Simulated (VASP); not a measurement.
# Ba3Cu: the relaxed cell at several levels, part 3 of 3

Wanted: equilibrium cells of Ba3Cu at many levels, with their cost. The cell is invented: it takes the structure of a Materials Project entry for RbBa3 (space group 225 there), with some of its atoms replaced by other elements, volume scaled by an estimate. It may not be a known or stable phase.

VASP 6.6.1, plane waves and PAW; the level of theory is named at each step.

So far. Step 3 (Relaxation with LDA): It ends at 33.48 Å³/atom, -33.6 % from the start, with -0.04 GPa left. The conventional cell has a = 8.121 Å. Step 4 (Relaxation with PBEsol): It ends at 35.71 Å³/atom, -29.2 % from the start, with -0.01 GPa left. The conventional cell has a = 8.298 Å.

### 6. Relaxation with PBE + D3(BJ)

This step: PBE with D3(BJ); plane waves and PAW (Ba_sv, Cu); invented cell (VASP 6.6.1).

A dispersion term adds the long-range attraction that semilocal functionals lack. D3 with Becke-Johnson damping keeps a finite attraction at short range.

INCAR reads:

```
SYSTEM = Ba3Cu
PREC = Accurate
ENCUT = 520
EDIFF = 1E-06
NELM = 100
ISMEAR = -1
SIGMA = 0.05
LREAL = .FALSE.
ALGO = Normal
GGA = PE
IVDW = 12
LORBIT = 11
LWAVE = .FALSE.
LCHARG = .FALSE.
KPAR = 2
IBRION = 2
NSW = 60
ISIF = 3
EDIFFG = -0.01
```

POSCAR reads:

```
Ba3Cu
1.0
    0.0000000000      4.6539880000      4.6539880000
    4.6539880000      0.0000000000      4.6539880000
    4.6539880000      4.6539880000      0.0000000000
Ba Cu
3 1
Direct
    0.2500000000      0.2500000000      0.2500000000
    0.7500000000      0.7500000000      0.7500000000
    0.5000000000      0.5000000000      0.5000000000
    0.0000000000      0.0000000000      0.0000000000
```

KPOINTS reads:

```
Automatic mesh
0
Gamma
4 4 4
0 0 0
```

Potentials, in the order of the species: Ba_sv and Cu (PBE family, release 64).

Command:

```
$ mpirun -np 2 vasp_std
```

Log:

```text
[... set-up lines as in an earlier step ...]
 entering main loop
       N       E                     dE             d eps       ncg     rms          rms(c)
[... 15 cycles as in an earlier step ...]
   1 F= -.88931965E+01 E0= -.88734383E+01  d E =-.889320E+01
[...]
2 F= -.90868602E+01 E0= -.90682183E+01  d E =-.193664E+00
[...]
3 F= -.92983092E+01 E0= -.92778377E+01  d E =-.405113E+00
[...]
4 F= -.93004087E+01 E0= -.92765155E+01  d E =-.407212E+00
[...]
5 F= -.93012571E+01 E0= -.92786397E+01  d E =-.408061E+00
[...]
reached required accuracy - stopping structural energy minimisation
```

Wall time 4.1 min (2 MPI ranks of AMD EPYC 7R43, shared host); peak memory 0.75 GiB.

OUTCAR, selected parts (step 6):

```text
 Edisp (eV)   -1.20806

 Edisp (eV)   -1.22283

  Total       0.00763     0.00763     0.00763     0.00000    -0.00000     0.00000
  in kB       0.08309     0.08309     0.08309     0.00000    -0.00000     0.00000
  external pressure =        0.08 kB  Pullay stress =        0.00 kB

 POSITION                                       TOTAL-FORCE (eV/Angst)
 -----------------------------------------------------------------------------------
      2.09525      2.09525      2.09525         0.000000      0.000000      0.000000
      6.28574      6.28574      6.28574        -0.000000     -0.000000     -0.000000
      4.19049      4.19049      4.19049        -0.000000     -0.000000     -0.000000
      0.00000      0.00000      0.00000        -0.000000     -0.000000     -0.000000
 -----------------------------------------------------------------------------------
    total drift:                               -0.000000     -0.000000     -0.000000

  FREE ENERGIE OF THE ION-ELECTRON SYSTEM (eV)
  ---------------------------------------------------
  free  energy   TOTEN  =        -9.3012570574 eV

  energy  without entropy=       -9.2560223981  energy(sigma->0) =       -9.27863973

[... 2 parts as in an earlier step ...]

[... 2 further parts left out ...]
[key lines of the parts left out:]
E-fermi :   3.3499
```

Dispersion corrections of this kind ignore metallic screening and tend to overbind metals.

It ends at 36.79 Å³/atom, -27.0 % from the start, with 0.01 GPa left. The conventional cell has a = 8.381 Å. Against plain PBE, the dispersion term moves a by -4.1 %.

### 7. Relaxation with RPBE

This step: RPBE; plane waves and PAW (Ba_sv, Cu); invented cell (VASP 6.6.1).

RPBE by itself binds more weakly than PBE and expands cells.

INCAR: that of step 6 with these lines changed.

```diff
@@ -9,4 +9,3 @@
 ALGO = Normal
-GGA = PE
-IVDW = 12
+GGA = RP
 LORBIT = 11
```

POSCAR is that of step 6.

KPOINTS is that of step 6.

Command:

```
$ mpirun -np 2 vasp_std
```

Log:

```text
[... set-up lines as in an earlier step ...]
 entering main loop
       N       E                     dE             d eps       ncg     rms          rms(c)
DAV:   1     0.400390245874E+03    0.40039E+03   -0.16344E+04   384   0.148E+03
DAV:   2     0.288123561032E+02   -0.37158E+03   -0.36620E+03   560   0.337E+02
DAV:   3    -0.526980104153E+01   -0.34082E+02   -0.33815E+02   544   0.116E+02
DAV:   4    -0.744008599177E+01   -0.21703E+01   -0.21557E+01   672   0.238E+01
[...]
DAV:  14    -0.697180058819E+01    0.47789E-05   -0.66283E-05   528   0.577E-02    0.863E-03
DAV:  15    -0.697179958749E+01    0.10007E-05   -0.20066E-05   512   0.369E-02    0.380E-03
DAV:  16    -0.697179931928E+01    0.26820E-06   -0.20342E-06   432   0.104E-02
   1 F= -.69717993E+01 E0= -.69530968E+01  d E =-.697180E+01
[...]
2 F= -.69824521E+01 E0= -.69644370E+01  d E =-.106528E-01
[...]
3 F= -.69892058E+01 E0= -.69714775E+01  d E =-.174065E-01
[...]
4 F= -.69846521E+01 E0= -.69651257E+01  d E =-.128528E-01
[...]
5 F= -.69903519E+01 E0= -.69724843E+01  d E =-.185526E-01
[...]
reached required accuracy - stopping structural energy minimisation
```

The job ended after 2.6 min (2 MPI ranks; peak memory 0.7 GiB).

Parts of OUTCAR (step 7):

```text
  Total       -0.0050322     -0.0050322     -0.0050322      0.0000000      0.0000000     -0.0000000
  in kB       -0.0424860     -0.0424860     -0.0424860      0.0000000      0.0000000     -0.0000000
  external PRESSURE =      -0.0424860 kB  Pullay stress =       0.0000000 kB

 POSITION                                       TOTAL-FORCE (eV/Angst)
 -----------------------------------------------------------------------------------
      2.28052      2.28052      2.28052         0.000000      0.000000      0.000000
      6.84156      6.84156      6.84156        -0.000000     -0.000000     -0.000000
      4.56104      4.56104      4.56104        -0.000000     -0.000000     -0.000000
      0.00000      0.00000      0.00000        -0.000000     -0.000000     -0.000000
 -----------------------------------------------------------------------------------
    total drift:                               -0.000000      0.000000      0.000000

  FREE ENERGIE OF THE ION-ELECTRON SYSTEM (eV)
  ---------------------------------------------------
  free  energy   TOTEN  =        -6.9903518942 eV

  energy  without entropy=       -6.9546167541  energy(sigma->0) =       -6.97248432

[... 2 parts as in an earlier step ...]

[... 2 further parts left out ...]
[key lines of the parts left out:]
E-fermi :   2.2967
```

It ends at 47.44 Å³/atom, -5.9 % from the start, with 0.00 GPa left. The conventional cell has a = 9.122 Å.

### 8. Relaxation with BEEF-vdW

This step: BEEF-vdW; plane waves and PAW (Ba_sv, Cu); invented cell (VASP 6.6.1).

BEEF-vdW is fitted to surface and molecular data. LUSE_VDW switches on a nonlocal correlation term for dispersion.

INCAR: that of step 7 with these lines changed.

```diff
@@ -9,3 +9,6 @@
 ALGO = Normal
-GGA = RP
+GGA = BF
+LUSE_VDW = .TRUE.
+ZAB_VDW = -1.8867
+LASPH = .TRUE.
 LORBIT = 11
```

POSCAR is that of step 7.

KPOINTS is that of step 7.

Command:

```
$ mpirun -np 2 vasp_std
```

Log:

```text
[banner, memory and clock lines left out]
running    2 mpi-ranks, on    1 nodes
[...]
**************************************************************************
     Initializing libbeef V0.1.3 with the BEEF-vdW functional.
     **************************************************************************

|                                                                             |
|               ----> ADVICE to this user running VASP <----                  |
|                                                                             |
|     You have switched on vdW-DFT.                                           |
|     This routine was written and supplied by Jiri Klimes. We recommend      |
|     that you carefully read and cite the following publications:            |
|       J. Klimes, D.R. Bowler, A. Michelides                                 |
|          J. Phys.: Cond Matt. 22 022201 (2010)                              |
|       J. Klimes, D.R. Bowler, A. Michelides                                 |
|          Phys. Rev. B. 83, 195131 (2011)                                    |
|     and references therein.                                                 |
|                                                                             |

 [... a notice as in an earlier step ...]

 LDA part: xc-table for (Slater+PW92), standard interpolation
 POSCAR, INCAR and KPOINTS ok, starting setup
[...]
entering main loop
       N       E                     dE             d eps       ncg     rms          rms(c)
DAV:   1     0.407301803190E+03    0.40730E+03   -0.16450E+04   384   0.148E+03
DAV:   2     0.381581634894E+02   -0.36914E+03   -0.36292E+03   552   0.336E+02
DAV:   3     0.308511044151E+01   -0.35073E+02   -0.34847E+02   576   0.118E+02
DAV:   4     0.965209685045E+00   -0.21199E+01   -0.21080E+01   640   0.241E+01
[...]
DAV:  14     0.966130865309E+00    0.15987E-04   -0.19073E-04   552   0.147E-01    0.782E-03
DAV:  15     0.966130228275E+00   -0.63703E-06   -0.27596E-05   608   0.277E-02    0.121E-03
DAV:  16     0.966129984633E+00   -0.24364E-06   -0.10244E-06   352   0.744E-03
   1 F= 0.96612998E+00 E0= 0.98660981E+00  d E =0.966130E+00
[... from here on, the cycles between the ionic steps are left out ...]
   2 F= 0.89372953E+00 E0= 0.91225819E+00  d E =-.724005E-01
   3 F= 0.84160379E+00 E0= 0.86393884E+00  d E =-.124526E+00
[...]
hard stop encountered!  aborting job ...
[...]
soft stop encountered!  aborting job ...
   4 F= 0.88901697E+00 E0= 0.91441840E+00  d E =-.508028E-01
 deleting file STOPCAR
```

Wall time 16 min (2 MPI ranks); peak memory 1.8 GiB.

The run was stopped at its time limit, by a STOPCAR file.

By then 3 ionic steps had been finished.

More ranks or a longer limit would be the way on, or going on from the last geometry.

### 9. Relaxation with TPSS + D4

This step: TPSS with D4; plane waves and PAW (Ba_sv, Cu); invented cell (VASP 6.6.1).

TPSS is an older meta-GGA. D4 lets the coefficients depend on atomic charges too.

INCAR: that of step 8 with these lines changed.

```diff
@@ -9,5 +9,4 @@
 ALGO = Normal
-GGA = BF
-LUSE_VDW = .TRUE.
-ZAB_VDW = -1.8867
+METAGGA = TPSS
+IVDW = 13
 LASPH = .TRUE.
```

POSCAR is that of step 8.

KPOINTS is that of step 8.

Command:

```
$ mpirun -np 2 vasp_std
```

Log:

```text
[... set-up lines as in an earlier step ...]
 entering main loop
       N       E                     dE             d eps       ncg     rms          rms(c)
DAV:   1     0.562291811470E+03    0.56229E+03   -0.20958E+04   768   0.449E+03
DAV:   2     0.160861665360E+03   -0.40143E+03   -0.39629E+03   768   0.115E+03
DAV:   3     0.230892160206E+02   -0.13777E+03   -0.13631E+03   768   0.777E+02
DAV:   4    -0.151109848441E+02   -0.38200E+02   -0.37943E+02   760   0.481E+02
[...]
DAV:  18    -0.385733036826E+02   -0.62047E-05   -0.10950E-05   560   0.288E-02    0.406E-03
DAV:  19    -0.385733017573E+02    0.19253E-05   -0.14386E-06   336   0.133E-02    0.847E-04
DAV:  20    -0.385733012591E+02    0.49819E-06   -0.30256E-07   312   0.432E-03
   1 F= -.39557130E+02 E0= -.39538214E+02  d E =-.395571E+02
[...]
N       E                     dE             d eps       ncg     rms          rms(c)
DAV:   1    -0.522379153436E+02   -0.13665E+02   -0.17637E+02   432   0.117E+02    0.632E+01
DAV:   2    -0.169301122061E+03   -0.11706E+03   -0.30785E+03   568   0.431E+02    0.397E+01
DAV:   3    -0.733804318443E+02    0.95921E+02   -0.21476E+02   432   0.921E+01    0.255E+01
DAV:   4    -0.398176860399E+02    0.33563E+02   -0.14510E+02   480   0.719E+01    0.872E+00
[...]
DAV:  16    -0.387547127678E+02    0.45643E-03   -0.25122E-03   576   0.496E-01    0.231E-02
DAV:  17    -0.387547311733E+02   -0.18405E-04   -0.16677E-04   608   0.439E-02    0.911E-03
DAV:  18    -0.387547320811E+02   -0.90786E-06   -0.50495E-06   472   0.186E-02
   2 F= -.39689822E+02 E0= -.39668718E+02  d E =-.132692E+00
 trial-energy change:   -0.132692  1 .order   -0.270111   -0.331461   -0.208762
 step:   2.7014(harm=  2.7014)  dis= 0.00000  next Energy=   -40.004837 (dE=-0.448E+00)
[...]
N       E                     dE             d eps       ncg     rms          rms(c)
DAV:   1    -0.800724218875E+02   -0.41318E+02   -0.54753E+02   480   0.197E+02    0.836E+01
DAV:   2    -0.194216034909E+03   -0.11414E+03   -0.44485E+03   616   0.402E+02    0.455E+01
DAV:   3    -0.844279506003E+02    0.10979E+03   -0.55166E+02   512   0.135E+02    0.305E+01
DAV:   4    -0.358683011957E+02    0.48560E+02   -0.38972E+02   480   0.146E+02    0.401E+00
[...]
DAV:  30    -0.388638141573E+02   -0.23874E-05   -0.11851E-05   464   0.322E-02    0.124E-02
DAV:  31    -0.388638152421E+02   -0.10848E-05   -0.13960E-06   256   0.142E-02    0.141E-02
DAV:  32    -0.388638156782E+02   -0.43615E-06   -0.83475E-07   240   0.563E-03
   3 F= -.39917570E+02 E0= -.39896139E+02  d E =-.360440E+00
[...]
opt :   6.1043  next Energy=   -39.724817 (dE=-0.168E+00)
[...]
N       E                     dE             d eps       ncg     rms          rms(c)
DAV:   1    -0.165789673119E+03   -0.12693E+03   -0.22141E+03   424   0.385E+02    0.119E+02
 hard stop encountered!  aborting job ...
 [... a notice as in an earlier step ...]

 soft stop encountered!  aborting job ...
```

It took 16 min on 2 MPI ranks.

The run was stopped at its time limit, by a STOPCAR file.

By then 3 ionic steps had been finished.

More ranks or a longer limit would be the way on, or going on from the last geometry.

### 10. The cells as a table

This step: relaxed cells at several levels; plane waves and PAW; invented cell (VASP 6.6.1).

This step runs nothing: it gathers the runs above.

Lengths are those of the conventional cell; cost is the wall time of each run, as given at its step, times its ranks, without the set-up around it. Results by level, by row:

```csv
level,volume (Å³/atom),change from the start (%),a (Å),cost (core minutes)
PBE,41.74,-17.2,8.741,9.3
LDA,33.48,-33.6,8.121,13
PBEsol,35.71,-29.2,8.298,17.5
PBE + D3(BJ),36.79,-27,8.381,8.2
RPBE,47.44,-5.9,9.122,5.17
```

### 11. Results

```yaml
volume_pbe: 41.74 Å³/atom
volume_lda: 33.48 Å³/atom
volume_pbesol: 35.71 Å³/atom
volume_pbe_d3_bj: 36.79 Å³/atom
volume_rpbe: 47.44 Å³/atom
```

For Ba3Cu the levels give volumes between 33.48 Å³/atom (LDA) and 47.44 Å³/atom (RPBE), a spread of 41.7 %, while the cost of the finished runs spans a factor of 3.4. The costs hold the number of ionic steps as well as the price of the functional. Adding D3(BJ) to PBE changes the volume by -11.8 % (a by -4.1 %). Pairwise corrections of the D and TS kind ignore the screening in a metal, so they may overbind here. Within 0.02 Å all end in space group Fm-3m; the runs can't lower the symmetry of the start. The k-sampling is coarse for a metal, so the Fermi level, pressures and the shape of the cell carry errors. Not obtained: r2SCAN, because the run hit its time limit. Not obtained: BEEF-vdW, because the run hit its time limit. Not obtained: TPSS + D4, because the run hit its time limit. Each is a single relaxation on the plane waves of the start cell, so larger changes of volume carry a basis-set error that was not tested here. Zero-point and thermal expansion are not included. Nothing here tests the cell against competing phases.

[Lines on the potential files, build, host, timing and source positions are cut from VASP's logs without a mark.]

[Logs are printed without paths, hosts, clocks, repeated set-up lines and the standing remarks that a program may print on its own settings, such as how far it seeks lower states.]

[Hosts, paths, dates, database ids (printed as entryN), source tags and the programs' standing remarks are cut or masked in the printed files.]

[A measured line is paired with the nearest computed mode of its activity, which favours agreement.]
